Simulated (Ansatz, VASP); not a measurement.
**Cross-check of Y between VASP and Ansatz**

One calculation is typed for both programs; each brings its own data sets and cutoff. How far apart do they land? The cell is taken from a series of VASP runs on this material, whose earlier steps may have relaxed, scaled or displaced it; both programs get it as it stands.

Main program and level: Ansatz 0.2.0; plane waves, with VASP 6.6.1 beside it; relaxation of cell and atoms at PBE.

## Step 1: The starting structure

It takes space group P6_3/mmc (No. 194, hexagonal). Conventional cell: a = 3.654 Å, b = 3.654 Å, c = 5.662 Å, α = 90.00°, β = 90.00°, γ = 120.00°. Nearest to Y lie 12 Y at 3.53 to 3.65 Å.

Coordinates:

```xyz
2
Lattice="3.6539 0.0000 0.0000 -1.8269 3.1643 0.0000 0.0000 0.0000 5.6619" Properties=species:S:1:pos:R:3 pbc="T T T"
Y     1.8269    1.0548    4.2465
Y     0.0000    2.1096    1.4155
```

## Step 2: VASP: relaxation of cell and atoms, PBE

The relaxed volume is the usual yardstick between codes: its relative difference is about their pressure difference at one cell divided by the bulk modulus.

Lines of VASP's logs that name or quote its potential files are left out, and so is its time.

INCAR

```
SYSTEM = Y
PREC = Accurate
ENCUT = 520
EDIFF = 1E-07
NELM = 100
ISMEAR = 1
SIGMA = 0.15
LREAL = .FALSE.
ALGO = Normal
GGA = PE
NBANDS = 17
LASPH = .TRUE.
LORBIT = 11
LWAVE = .FALSE.
LCHARG = .FALSE.
KPAR = 4
IBRION = 2
NSW = 50
ISIF = 3
EDIFFG = -0.005
```

POSCAR

```
Y
1.0
    3.6538534205      0.0000000000      0.0000000000
   -1.8269267103      3.1643298839      0.0000000000
    0.0000000000      0.0000000000      5.6619365250
Y
2
Direct
    0.6666666667      0.3333333333      0.7500000000
    0.3333333333      0.6666666667      0.2500000000
```

KPOINTS

```
Automatic mesh
0
Gamma
16 16 8
0 0 0
```

Potentials, in the order of the species: Y_sv (PBE family, release 64).

Command:

```
$ mpirun -np 4 vasp_std
```

Numbers of over 12 decimals in the logs are rounded to 6 here.

What it wrote:

```text
[banner, memory and clock lines left out]
running    4 mpi-ranks, on    1 nodes
 distrk:  each k-point on    1 cores,    4 groups
 distr:  one band on    1 cores,    1 groups

 POSCAR found type information on POSCAR Y
 POSCAR found :  1 types and       2 ions
 LDA part: xc-table for (Slater+PW92), standard interpolation
 POSCAR, INCAR and KPOINTS ok, starting setup
 FFT: planning ... GRIDC
 FFT: planning ... GRID_SOFT
 FFT: planning ... GRID
 WAVECAR not read
 entering main loop
       N       E                     dE             d eps       ncg     rms          rms(c)
DAV:   1     0.873255878963E+02    0.87326E+02   -0.11405E+04  5100   0.122E+03
DAV:   2    -0.591445666689E+01   -0.93240E+02   -0.91879E+02  6392   0.268E+02
DAV:   3    -0.130850566562E+02   -0.71706E+01   -0.71001E+01  9191   0.443E+01
DAV:   4    -0.132565213514E+02   -0.17146E+00   -0.17135E+00  6204   0.727E+00
DAV:   5    -0.132604503369E+02   -0.39290E-02   -0.39284E-02  7549   0.840E-01    0.329E+01
DAV:   6    -0.129323374156E+02    0.32811E+00   -0.43084E-01  5554   0.421E+00    0.204E+01
DAV:   7    -0.128787779597E+02    0.53559E-01   -0.84816E-01  6607   0.545E+00    0.183E+00
DAV:   8    -0.128680505231E+02    0.10727E-01   -0.16481E-01  6407   0.240E+00    0.124E+00
DAV:   9    -0.128670367683E+02    0.10138E-02   -0.41162E-03  7524   0.410E-01    0.423E-01
DAV:  10    -0.128671962416E+02   -0.15947E-03   -0.17649E-03  5666   0.392E-01    0.329E-01
DAV:  11    -0.128671364633E+02    0.59778E-04   -0.11861E-04  7264   0.968E-02    0.525E-02
DAV:  12    -0.128671304535E+02    0.60098E-05   -0.25260E-05  5818   0.449E-02    0.138E-02
DAV:  13    -0.128671321900E+02   -0.17365E-05   -0.35652E-06  6511   0.162E-02    0.333E-03
DAV:  14    -0.128671323349E+02   -0.14497E-06   -0.10578E-07  5054   0.270E-03    0.377E-04
DAV:  15    -0.128671323272E+02    0.76884E-08   -0.15237E-08  3650   0.872E-04
   1 F= -.12867132E+02 E0= -.12868008E+02  d E =-.128671E+02
 curvature:   0.00 expect dE= 0.000E+00 dE for cont linesearch  0.000E+00
 trial: gam= 0.00000 g(F)=  0.479E-48 g(S)=  0.113E-05 ort = 0.000E+00 (trialstep = 0.100E+01)
 search vector abs. value=  0.113E-05
 reached required accuracy - stopping structural energy minimisation
```

Parts of OUTCAR (step 2):

```text
ion  position               nearest neighbor table
   1  0.667  0.333  0.750-   2 3.53   2 3.53   2 3.53   2 3.53   2 3.53   2 3.53
   2  0.333  0.667  0.250-   1 3.53   1 3.53   1 3.53   1 3.53   1 3.53   1 3.53

  LATTYP: Found a hexagonal cell.
 ALAT       =     3.6538534205
 C/A-ratio  =     1.5495795461

 Subroutine GETGRP returns: Found 24 space group operations
 (whereof 12 operations were pure point group operations)

The static configuration has the point symmetry D_3d.
 The point group associated with its full space group is D_6h.

 Found    150 irreducible k-points:

   k-points           NKPTS =    150   k-points in BZ     NKDIM =    150   number of bands    NBANDS=     17

   dimension x,y,z NGX =    28 NGY =   28 NGZ =   42
   dimension x,y,z NGXF=    56 NGYF=   56 NGZF=   84

   ENCUT  =  520.0 eV  38.22 Ry    6.18 a.u.   6.79  6.79 10.53*2*pi/ulx,y,z

   NELECT =      22.0000    total number of electrons

 k-points in reciprocal lattice and weights: Automatic mesh
   0.00000000  0.00000000  0.00000000       0.000
   0.06250000  0.00000000  0.00000000       0.003
   0.12500000  0.00000000  0.00000000       0.003
   0.18750000  0.00000000  0.00000000       0.003
   0.25000000  0.00000000  0.00000000       0.003
   0.31250000  0.00000000  0.00000000       0.003
   0.37500000  0.00000000  0.00000000       0.003
   0.43750000  0.00000000  0.00000000       0.003
   0.50000000  0.00000000  0.00000000       0.001
[...]
0.37500000  0.25000000  0.50000000       0.003
   0.31250000  0.31250000  0.50000000       0.003

 average (electrostatic) potential at core
       1 -37.7194       2 -37.7194

 E-fermi :   3.0097

 k-point     1 :       0.0000    0.0000    0.0000
  band No.  band energies     occupation
    ...
      6     -19.3780      2.00000
      7     -19.3780      2.00000
      8     -19.3347      2.00000
      9      -1.6759      2.00000
     10       1.1712      2.00000
     11       3.9939     -0.00000
     12       4.7481     -0.00000
     13       4.7481     -0.00000
     14       5.1557     -0.00000
     15       5.3790     -0.00000
    ...

 k-point     2 :       0.0625    0.0000    0.0000
  band No.  band energies     occupation
    ...
      6     -19.3925      2.00000
      7     -19.3796      2.00000
      8     -19.3383      2.00000
      9      -1.5929      2.00000
     10       1.2486      2.00000
     11       3.9019     -0.00000
     12       4.5242     -0.00000
     13       4.8248     -0.00000
     14       5.2780     -0.00000
     15       5.3316     -0.00000
    ...

 k-point     3 :       0.1250    0.0000    0.0000
  band No.  band energies     occupation
    ...
      6     -19.4335      2.00000
      7     -19.3845      2.00000
      8     -19.3488      2.00000
      9      -1.3499      2.00000
     10       1.4672      2.00000
     11       3.6556     -0.00000
     12       4.1287     -0.00000
     13       5.0473     -0.00000
     14       5.0528     -0.00000
     15       5.3906     -0.00000
    ...

  Total        0.0042376      0.0042376      0.0032871     -0.0000000      0.0000000     -0.0000000
  in kB        0.1037119      0.1037119      0.0804508     -0.0000000      0.0000000     -0.0000000
  external PRESSURE =       0.0959582 kB  Pullay stress =       0.0000000 kB

  energy-cutoff  :      520.00
  volume of cell :       65.46
      direct lattice vectors                 reciprocal lattice vectors
     3.653853420  0.000000000  0.000000000     0.273683666  0.158011338  0.000000000
    -1.826926710  3.164329884  0.000000000     0.000000000  0.316022677  0.000000000
     0.000000000  0.000000000  5.661936525     0.000000000  0.000000000  0.176618017

 POSITION                                       TOTAL-FORCE (eV/Angst)
 -----------------------------------------------------------------------------------
      1.82693      1.05478      4.24645        -0.000000      0.000000      0.000000
     -0.00000      2.10955      1.41548         0.000000     -0.000000      0.000000
 -----------------------------------------------------------------------------------
    total drift:                                0.000000     -0.000000      0.000000

  FREE ENERGIE OF THE ION-ELECTRON SYSTEM (eV)
  ---------------------------------------------------
  free  energy   TOTEN  =       -12.8671323272 eV

  energy  without entropy=      -12.8697578923  energy(sigma->0) =      -12.86800752

 reached required accuracy - stopping structural energy minimisation

 total charge
# of ion       s       p       d       f       tot
--------------------------------------------------
    1        2.280   6.224   0.920   0.007   9.431
    2        2.280   6.224   0.920   0.007   9.431
--------------------------------------------------
tot          4.560  12.449   1.840   0.013  18.861

[... 3 further parts left out ...]
```

CONTCAR:

```
Y
   1.00000000000000
     3.6538534204999999    0.0000000000000000    0.0000000000000000
    -1.8269267103000000    3.1643298838999998    0.0000000000000000
     0.0000000000000000    0.0000000000000000    5.6619365249999998
  Y
     2
Direct
     0.6666666667000030    0.3333333332999970    0.7500000000000000
     0.3333333332999970    0.6666666667000030    0.2500000000000000
```

## Step 3: Ansatz: relaxation of cell and atoms, PBE

Ansatz runs on its default PAW (the set named soft_2) files.

The same cell, functional, mesh and smearing now go to Ansatz, which takes its cutoff from its data sets.

input.yaml

```yaml
crystal:
  lattice:
    - [3.6538534205, 0.0, 0.0]
    - [-1.8269267103, 3.1643298839, 0.0]
    - [0.0, 0.0, 5.661936525]
  atoms:
    - { symbol: "Y", position: [0.6666666667, 0.3333333333, 0.75] }
    - { symbol: "Y", position: [0.3333333333, 0.6666666667, 0.25] }
hamiltonian:
  xc: pbe
  pseudopotentials: { kind: paw }
kpoints:
  mp_grid: { grid: [16, 16, 8] }
scf:
  occupations: { method: methfessel_paxton, width: 0.15 }
relax:
  f_tol: 0.01
  max_steps: 60
  cell: { stress_tol: 0.05 }
output:
  forces: true
  stress: true
  write_density: true
  write_potential: true
  elf: true
  volumetric_format: npy
```

Command:

```
$ ansatz run input.yaml --threads 4 --pin off --max-ram 9216MiB --backend cpu --events-out ev --progress --plain --runs-dir out
```

What it wrote:

```text
Engine: ansatz 0.2.0, aarch64-unknown-linux-gnu
Pseudopotentials: kind: paw
Pseudopotential: Y, paw, valence charge 11, recommended cutoff 420 eV (normal), Y.paw.azcp
Functional definition: PBE
  parameter kappa = 0.804
  parameter beta = 0.066725
  exchange = pbe_x(kappa = kappa, mu = beta*pi^2/3)
  correlation = pbe_c(beta = beta)
Crystal: 2 atoms, lattice volume = 65.463 Å³
Basis set: ecut = 420 eV, 1255 PW (Γ), exchange–correlation on 50×50×80 points (8 copies of the dense FFT grid, shifted against one another)
Bands: 15, of which v1, the nominal top of the filled ones, is band 11 counted from 1 (10 counted from 0)
Symmetry: 24 space group operations
Space group: P63/mmc (ITA 194), of the structure as read, at distance tolerance 4.0e-5 Å
k-points: 150 of 2048
Non-local potential: Y, projectors of the file, l = 0: 3, l = 1: 2, l = 2: 2, l = 3: 1
PAW form: soft (Blöchl's): semilocal exchange-correlation on the pseudo side does not see the compensation charge
PAW one-centre angular grid: Y, 590 points (default); XC on 64 Gauss nodes
Initial density: superposition of atomic densities (neutral atoms: chi_scale 0, normalization atom), corrected by the library's trained network
Initial wavefunctions: pseudopotential atomic-orbital guess
Functional: x = pbe(κ = 0.804, μ = 0.219515), c = pbe(β = 0.066725)
SCF iter   1: F=—  HF=-7697.336613 eV  |F-HF|=—  |Δ(HF+E_count)|=         —  Δρ=1.67e-3  dr2=1.51e-3  ethr=1.77e-3  ⟨swp⟩=4.4  Hψ=9738  notcnv=0
preconditioner: auto → Kerker (q_TF=auto, 2.275 Å⁻¹)  [metal: Δε(μ)=0.012 eV  Ē_g=2.540 eV  σ=0.150 eV  W_gap=0.07  n_scr=22 (ndim 8)  ℏωp=11.2 eV  f_vac=0.000  D(μ)=3.56/eV (n_scr^D=34)]
SCF iter   2: F=—  HF=-7697.337001 eV  |F-HF|=—  |Δ(HF+E_count)|=   3.88e-4  S|Δr|=    0.00e0  Δρ=1.09e-3  dr2=6.18e-4  ethr=6.86e-6  ⟨swp⟩=2.1  Hψ=4873  notcnv=0
SCF iter   3: F=—  HF=-7697.337339 eV  |F-HF|=—  |Δ(HF+E_count)|=   3.38e-4  S|Δr|=    0.00e0  Δρ=2.39e-4  dr2=5.22e-5  ethr=2.81e-6  ⟨swp⟩=2.2  Hψ=2726  notcnv=0
SCF iter   4: F=—  HF=-7697.337321 eV  |F-HF|=—  |Δ(HF+E_count)|=   1.76e-5  S|Δr|=    0.00e0  Δρ=1.36e-4  dr2=8.39e-6  ethr=2.37e-7  ⟨swp⟩=2.4  Hψ=3224  notcnv=0
SCF iter   5: F=-7697.337321 eV  HF=-7697.337321 eV  |F-HF|=7.44e-10  |Δ(HF+E_count)|=   1.35e-7  S|Δr|=    0.00e0  Δρ=1.30e-5  dr2=6.85e-8  ethr=4.55e-10  ⟨swp⟩=6.5  Hψ=14235  notcnv=0
SCF 1 converged in 5 iterations: F = -7697.337321 eV  dr2 = 6.85e-8
  greatest PAW one-centre occupation: 0.994 electrons in one spin orbital (limit 2), on the Y atom at site 1 (counted from 0), in its partial waves of l = 0
relax step   1: F+E_penalty+E_count = -7697.33732117 eV  Δ(F+E_penalty+E_count) = +0.000e0 eV  max|allowed force component| = 5.089e-17 eV/Å  Δτ_max = 0.0000 Å  P = +0.121 GPa  Ω = 65.463 Å³  (5 SCF iters, dr2 threshold 1.00e-7 eV, accepted)
[...]
relax step   2: F+E_penalty+E_count = -7697.33738859 eV  Δ(F+E_penalty+E_count) = -6.742e-5 eV  max|allowed force component| = 1.850e-17 eV/Å  Δτ_max = 0.0000 Å  P = -0.006 GPa  Ω = 65.664 Å³  energy of the carried Pulay correction = -4.758e-6 eV  (3 SCF iters, dr2 threshold 3.77e-8 eV, accepted)
[...]
relax step   3: F+E_penalty+E_count = -7697.33739346 eV  Δ(F+E_penalty+E_count) = -4.862e-6 eV  max|allowed force component| = 1.850e-17 eV/Å  Δτ_max = 0.0000 Å  P = -0.006 GPa  Ω = 65.664 Å³  stress off target by 6.47e-3 GPa  SCF on the basis re-selected at this cell (its energy is not comparable with the rows above)  (4 SCF iters)
basis re-selected at this cell: Δ(F+E_penalty+E_count) = -4.862e-6 eV, ΔP = -0.000 GPa vs the last step (what re-selecting the basis moved, of the pressure what is left beyond the Pulay correction that the steps carried, after the strain that the cell walked since its last selection, with what the two solves' SCF thresholds leave and, on support functions, any second-order correction that the steps lacked; it is no m [...]
SCF converged after 4 iterations
Stability not checked: this state was not tested for a lower state beside it, because cold or Methfessel-Paxton smearing, or corrected tetrahedra, fill the levels in a way that the test cannot read (fill_not_monotonic; see scf.lower_state_search)
Free energy (F): -7697.337393 eV
Harris-Foulkes:  -7697.337393 eV  (|F-HF|=2.36e-11)
Internal energy: -7697.339911 eV  (E = F + TS)
E sigma→0 (E₀):  -7697.338023 eV
Entropy (-TS):   0.002517 eV (1.259 meV/atom)
Fermi energy:    9.331207 eV
--- Per-component energies (eV) ---
  E_band       = -243.684882
  E_kinetic    = 608.831392
  E_local      = -1228.734757  (includes V_loc(G=0)·N_el)
  E_nonlocal   = 100.248926
  E_hartree    = 389.715236
  E_xc         = -345.747246
  E_vxc        = -396.902927  (∫ρ·V_xc dr)
  E_paw        = -5650.718882  (= ΣΔE_a)
  E_vpaw       = -106.558000  (= ΣTr[D̂ρ^β])
  E_aug_tail   = 0.000007  (compensation charges beyond the density's cutoff)
  E_ewald      = -1570.934586
  E_smearing   = 0.002517  (= −TS)
  E_closure    = 0.000000  (closes the sum)
  Σ components = -7697.337393   (vs F -7697.337393, Δ=0.00e0)
--- Forces (eV/Å), atoms counted from 1 ---
  atom   1  Y      0.00000000    -0.00000000     0.00000000
  atom   2  Y     -0.00000000     0.00000000     0.00000000
  max |Σ_I F_I| component: 0.00e0 eV/Å
--- Stress (GPa, compression-positive) ---
       -0.005356      -0.000000      -0.000000
        0.000000      -0.005356      -0.000000
       -0.000000      -0.000000      -0.006466
  P = ⅓ Tr σ = -0.0057 GPa (-0.057 kbar)
--- Band table (eV; the first three rows and the last of 150) ---
  k-point 0: bands = [... 7 lower, -12.9994, 4.6906, 7.5102, 10.3009, 11.0685, 11.0685, 11.4756, 11.6977]
  k-point 1: bands = [... 7 lower, -13.0242, 4.7947, 7.4407, 10.2004, 11.0009, 11.0009, 11.3720, 11.6021]
  k-point 2: bands = [... 7 lower, -13.0562, 5.0967, 7.1902, 10.0539, 10.9063, 10.9063, 11.0898, 11.3818]
  k-point 149: bands = [... 7 lower, -13.1020, 8.7418, 8.7418, 9.1736, 9.1736, 9.7432, 9.7432, 12.0882]
--- Relaxed structure (2 steps of the walk, 2 accepted, 1 SCFs on fresh bases) ---
  F+E_penalty+E_count = -7697.33739346 eV   max|allowed force component| = 1.850e-17 eV/Å   (the final SCF, on the basis selected at the relaxed cell)
  cell:  # Å, volume = 65.6645 Å³
    - [3.657673, 2.8897596348851937e-11, 0.0]
    - [-1.828836, 3.167638, 0.0]
    - [0.0, 0.0, 5.667483]
  atoms:
    - { symbol: Y, position: [0.666667, 0.333333, 0.750000] }
    - { symbol: Y, position: [0.333333, 0.666667, 0.250000] }
```

Elapsed: 9.1 s, on 4 threads of Arm Neoverse N1, shared host; peak memory 0.44 GiB.

## Step 4: Side by side

Known differences besides the potentials themselves: both relaxations stop at a tolerance, which leaves soft axes loose, and VASP keeps its plane-wave basis; the cutoff is 420 eV in Ansatz and 520 eV in VASP; Ansatz adds a Pulay correction to the stress that steers its cell, VASP none. Total energies have different zeros and are not compared.

The two programs side by side:

```csv
quantity,Ansatz,VASP,difference
volume (Å³),65.66,65.46,+0.31 %
"edge a after relaxation, in the typed setting (Å)",3.658,3.654,+0.10 %
"edge c after relaxation, in the typed setting (Å)",5.668,5.662,+0.10 %
```

The walks stopped with -0.01 GPa left in Ansatz and 0.01 GPa in VASP; each walk ends within a tolerance, so the volume difference is uncertain by about these residues over the bulk modulus, most in soft cells.

## Step 5: Summary of results

```json
{
 "difference in volume (relaxation of cell and atoms, PBE)": "0.31 %"
}
```

The difference in volume is 0.31 % (relaxation of cell and atoms, PBE), within the 1.2 % picked in this series as the mark of a large difference, as far as the stopping tolerances let one tell. Such differences can come from data sets, numerical settings and the points named under the comparisons, not from the functional's error against experiment.

[Lines on the potential files, build, host, timing and source positions are cut from VASP's logs without a mark.]

[Logs are printed without paths, hosts, clocks, repeated set-up lines and the standing remarks that a program may print on its own settings, such as how far it seeks lower states.]

[Hosts, paths, dates, database ids (printed as entryN), source tags and the programs' standing remarks are cut or masked in the printed files.]
